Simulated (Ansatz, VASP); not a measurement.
# Cross-check of TiO2 between VASP and Ansatz, part 2 of 2

Aim: how closely do two programs agree when they are given the same cell, functional and k mesh? The cell is taken from a series of runs on this material, whose earlier steps may have relaxed, scaled, displaced or heated it; both programs get it as it stands.

VASP 6.6.1 and Ansatz 0.2.0.

So far: The starting structure; VASP: single point, LDA; Ansatz: single point, LDA.

## 4. Comparison

Known differences besides the potentials themselves: the cutoff is 420 eV in Ansatz and 600 eV in VASP; VASP's log shows a relativistic correction to its local exchange, Ansatz's none. Total energies have different zeros and are not compared.

Both answers:

```tsv
quantity	Ansatz	VASP	difference
pressure (GPa)	-7.75	-7.12	-0.62
gap on the k mesh (eV)	1.527	1.504	+0.023
```

Forces on 7 of the 12 atoms, those with the largest forces and the largest differences (eV/Å; atoms numbered as in POSCAR):

```tsv
atom	Ansatz x, y, z	VASP x, y, z
Ti1	0.025, -0.181, 0.000	0.018, -0.067, 0.000
Ti2	0.181, 0.025, 0.000	0.067, 0.018, 0.000
Ti3	-0.181, -0.025, 0.000	-0.067, -0.018, 0.000
Ti4	-0.025, 0.181, 0.000	-0.018, 0.067, 0.000
O6	-0.005, -0.067, 0.000	-0.007, -0.050, 0.000
O9	0.067, -0.005, 0.000	0.050, -0.007, 0.000
O11	0.005, 0.067, 0.000	0.007, 0.050, 0.000
```

The forces differ by 39 meV/Å r.m.s., which is 107.7 % of the r.m.s. force of 0.036 eV/Å (both taken over all components). A gap on the mesh is an upper bound, since the band edges may lie between its points.

## 5. VASP: single point, r2SCAN

With cell and atoms fixed, the geometry can't cause a difference; cores, projectors, grids and the points listed under the comparison can.

Input file INCAR:

```
SYSTEM = TiO2
PREC = Accurate
ENCUT = 660
EDIFF = 1E-06
NELM = 120
ISMEAR = 0
SIGMA = 0.01
LREAL = .FALSE.
ALGO = Normal
METAGGA = R2SCAN
LASPH = .TRUE.
NBANDS = 60
LORBIT = 11
LWAVE = .FALSE.
LCHARG = .FALSE.
ISIF = 2
GGA_COMPAT = .FALSE.
EFERMI = MIDGAP
LMIXTAU = .TRUE.
KPAR = 2
```

Input file POSCAR:

```
TiO2
1.0
   -4.3507577183      4.3507577183      1.8875555959
    4.3507577183     -4.3507577183      1.8875555959
    4.3507577183      4.3507577183     -1.8875555959
Ti O
4 8
Direct
    0.2922817025      0.0028552575      0.2951369500
    0.0028552475      0.7077183075      0.7105735450
    0.9971447525      0.2922817125      0.2894264550
    0.7077182975      0.9971447625      0.7048630500
    0.4988638225      0.1507847250      0.6496485375
    0.1616620125      0.8403974150      0.0020594175
    0.1507847150      0.5011361875      0.6519208925
    0.1596025950      0.1616620225      0.3212646075
    0.8403974050      0.8383379975      0.6787353925
    0.8492152850      0.4988638325      0.3480791075
    0.8383379875      0.1596026050      0.9979405825
    0.5011361775      0.8492152950      0.3503514625
```

Input file KPOINTS:

```
Automatic mesh
0
Gamma
6 6 6
0 0 0
```

Potentials, in the order of the species: Ti_sv and O (PBE family, release 64).

On the command line:

```bash
$ mpirun -np 2 vasp_std
```

Numbers of over 12 decimals in the logs are rounded to 6 here.

What it wrote:

```text
[banner, memory and clock lines left out]
running    2 mpi-ranks, on    1 nodes
[...]
[... a notice as in an earlier step ...]

 LDA part: xc-table for (None), standard interpolation
 POSCAR, INCAR and KPOINTS ok, starting setup
[...]
entering main loop
       N       E                     dE             d eps       ncg     rms          rms(c)
DAV:   1     0.166228074072E+04    0.16623E+04   -0.55715E+04  4368   0.223E+03
DAV:   2     0.162683395076E+03   -0.14996E+04   -0.14298E+04  4380   0.657E+02
DAV:   3    -0.172001602667E+03   -0.33468E+03   -0.32284E+03  5524   0.265E+02
DAV:   4    -0.200445052068E+03   -0.28443E+02   -0.28374E+02  6864   0.819E+01
[...]
DAV:  18    -0.139186254567E+03    0.31637E-04   -0.44569E-05  4624   0.465E-02    0.927E-03
DAV:  19    -0.139186285135E+03   -0.30568E-04   -0.31656E-05  4104   0.318E-02    0.435E-03
DAV:  20    -0.139186285282E+03   -0.14637E-06   -0.25029E-06  3808   0.125E-02
   1 F= -.13918629E+03 E0= -.13918629E+03  d E =0.000000E+00
```

From OUTCAR (step 5):

```text
  Total       -0.7153747     -0.7153747      0.1237007      0.0000142      0.0000000      0.0000000
  in kB       -8.0196351     -8.0196351      1.3867341      0.0001591      0.0000000      0.0000000
  external PRESSURE =      -4.8841787 kB  Pullay stress =       0.0000000 kB

 POSITION                                       TOTAL-FORCE (eV/Angst)
 -----------------------------------------------------------------------------------
      0.02485      2.54329      0.00000         0.011092     -0.173276      0.000000
      6.15822      0.02484      0.00000         0.173276      0.011092      0.000000
     -1.80746      4.32591      1.88756        -0.173276     -0.011092      0.000000
      4.32591      1.80746      1.88756        -0.011092      0.173276     -0.000000
      1.31206      4.34087      0.00000        -0.009602      0.016534     -0.000000
      2.96197     -2.94405      1.88756        -0.013138     -0.043356      0.000000
      4.36064      1.31206      0.00000        -0.016534     -0.009602     -0.000000
      1.40670      1.38878      0.00000        -0.043356      0.013138      0.000000
      2.94405      2.96197      1.88756         0.043356     -0.013138     -0.000000
     -0.00989      3.03870      1.88756         0.016534      0.009602     -0.000000
      1.38878      7.29481      0.00000         0.013138      0.043356      0.000000
      3.03870      0.00989      1.88756         0.009602     -0.016534     -0.000000
 -----------------------------------------------------------------------------------
    total drift:                               -0.000739      0.000739     -0.000322

  FREE ENERGIE OF THE ION-ELECTRON SYSTEM (eV)
  ---------------------------------------------------
  free  energy   TOTEN  =      -139.1862852818 eV

  energy  without entropy=     -139.1862852818  energy(sigma->0) =     -139.18628528

[... 1 part as in an earlier step ...]

[... 2 further parts left out ...]
[key lines of the parts left out:]
E-fermi :   3.7350
```

The PAW data sets were made with PBE, which is usual practice but a small mismatch for other functionals.

## 6. Ansatz: single point, r2SCAN

The same cell, functional and mesh now go to Ansatz, which takes its cutoff from its data sets.

The cell is taken from a series of runs on this material, whose earlier steps may have relaxed, scaled, displaced or heated it; both programs get it as it stands.

Input file input.yaml:

```yaml
crystal:
  lattice:
    - [-4.3507577183, 4.3507577183, 1.8875555959]
    - [4.3507577183, -4.3507577183, 1.8875555959]
    - [4.3507577183, 4.3507577183, -1.8875555959]
  atoms:
    - { symbol: Ti, position: [0.2922817, 0.00285525, 0.29513695] }
    - { symbol: Ti, position: [0.00285525, 0.7077183, 0.71057354] }
    - { symbol: Ti, position: [0.99714475, 0.2922817, 0.28942646] }
    - { symbol: Ti, position: [0.7077183, 0.99714475, 0.70486305] }
    - { symbol: O, position: [0.49886382, 0.15078472, 0.64964854] }
    - { symbol: O, position: [0.16166201, 0.8403974, 0.00205942] }
    - { symbol: O, position: [0.15078471, 0.50113618, 0.65192089] }
    - { symbol: O, position: [0.15960259, 0.16166201, 0.32126461] }
    - { symbol: O, position: [0.8403974, 0.83833799, 0.67873539] }
    - { symbol: O, position: [0.84921528, 0.49886382, 0.34807911] }
    - { symbol: O, position: [0.83833799, 0.15960259, 0.99794058] }
    - { symbol: O, position: [0.50113618, 0.84921529, 0.35035146] }
kpoints:
  mp_grid: { grid: [6, 6, 6] }
  band_path:
    path:
      - [0.0, 0.0, 0.0]
      - [-0.5, 0.5, 0.0]
      - [-0.5, 0.5, 0.5]
      - [-0.29705543, -0.29705543, 0.29705543]
      - [-0.70294457, 0.29705543, 0.70294457]
      - [-0.75, 0.25, 0.25]
      - [-0.5, 0.0, 0.5]
    npoints: 1
hamiltonian:
  xc: r2scan
  pseudopotentials: { kind: paw, azcp: { folder: soft_1 } }
scf:
  occupations: { method: fixed }
  n_extra_bands: 8
output:
  eigenvalues: true
  forces: true
  stress: true
```

On the command line:

```bash
$ ansatz run input.yaml --threads 3 --pin off --max-ram 92160MiB --backend cuda --events-out ev --progress --plain --runs-dir out --devices 1 --max-vram 13GiB
```

What it wrote:

```text
[...]
GPUs: using 1 of 1 available (devices: 1).
[...]
GPU FFT provider: cuFFT
GPU libraries: cuBLAS 13.8.2, cuFFT 12.4.0, cuSOLVER 12.3.4
Crystal: 12 atoms, lattice volume = 142.919 Å³
Basis set: ecut = 500 eV, 3623 PW (Γ), exchange–correlation on 192×192×192 points (64 copies of the dense FFT grid, shifted against one another)
[...]
k-point 0: bands = [... 44 lower, 5.3999, 5.3999, 5.4068, 5.6804, 8.4046, 9.7993, 9.7993, 9.8366, ... 4 higher]
  k-point 1: bands = [... 44 lower, 5.2795, 5.3759, 5.4256, 5.7384, 8.5113, 9.7056, 9.7379, 9.8520, ... 4 higher]
  k-point 2: bands = [... 44 lower, 5.1803, 5.3788, 5.4316, 5.7454, 8.7904, 9.5401, 9.5640, 9.9805, ... 4 higher]
  k-point 35: bands = [... 44 lower, 5.1081, 5.1951, 5.1951, 6.3927, 9.6435, 9.6435, 9.6909, 9.8678, ... 4 higher]
[key lines of the parts left out:]
SCF converged after 10 iterations
Free energy (F): -14584.781701 eV
Fermi energy:    6.392716 eV
P = ⅓ Tr σ = -1.2313 GPa (-12.313 kbar)
```

## 7. Side by side

What differs besides the data sets and the points named for the pairs above, as far as they apply: VASP keeps PBE cores, Ansatz makes them for the functional; fixed occupations in Ansatz, narrow Gaussian smearing in VASP; the cutoff is 500 eV in Ansatz and 660 eV in VASP; in our runs with r2SCAN, forces from VASP's data set Ti_sv part from Ansatz's all-electron ones, so neither program is the reference here. Total energies have different zeros and are not compared.

Compared:

```tsv
quantity	Ansatz	VASP	difference
pressure (GPa)	-1.23	-0.49	-0.74
gap on the k mesh (eV)	2.012	2.017	-0.005
```

Forces on 7 of the 12 atoms, those with the largest forces and the largest differences (eV/Å; atoms numbered as in POSCAR):

```tsv
atom	Ansatz x, y, z	VASP x, y, z
Ti1	0.025, -0.303, 0.000	0.011, -0.173, 0.000
Ti2	0.303, 0.025, 0.000	0.173, 0.011, 0.000
Ti3	-0.303, -0.025, 0.000	-0.173, -0.011, 0.000
Ti4	-0.025, 0.303, 0.000	-0.011, 0.173, 0.000
O6	-0.011, -0.061, 0.000	-0.013, -0.043, 0.000
O9	0.061, -0.011, 0.000	0.043, -0.013, 0.000
O11	0.011, 0.061, 0.000	0.013, 0.043, 0.000
```

The forces differ by 44 meV/Å r.m.s., which is 73.6 % of the r.m.s. force of 0.060 eV/Å (both taken over all components). A gap on the mesh is an upper bound, since the band edges may lie between its points.

## 8. Results

```
r.m.s. force difference (single point, LDA)    : 39 meV/Å
difference in pressure (single point, LDA)     : -0.62 GPa
r.m.s. force difference (single point, r2SCAN) : 44 meV/Å
difference in pressure (single point, r2SCAN)  : -0.74 GPa
```

What this shows: The r.m.s. force difference is 44 meV/Å (single point, r2SCAN), beyond the 12 meV/Å picked in this series as the mark of a large difference. What causes the difference of the single point, LDA pair stays open here. What causes the difference of the single point, r2SCAN pair stays open here. Such differences can come from data sets, numerical settings and the points named under the comparisons, not from the functional's error against experiment.

[Lines on the potential files, build, host, timing and source positions are cut from VASP's logs without a mark.]

[Logs are printed without paths, hosts, clocks, repeated set-up lines and the standing remarks that a program may print on its own settings, such as how far it seeks lower states.]

[Hosts, paths, dates, database ids (printed as entryN), source tags and the programs' standing remarks are cut or masked in the printed files.]
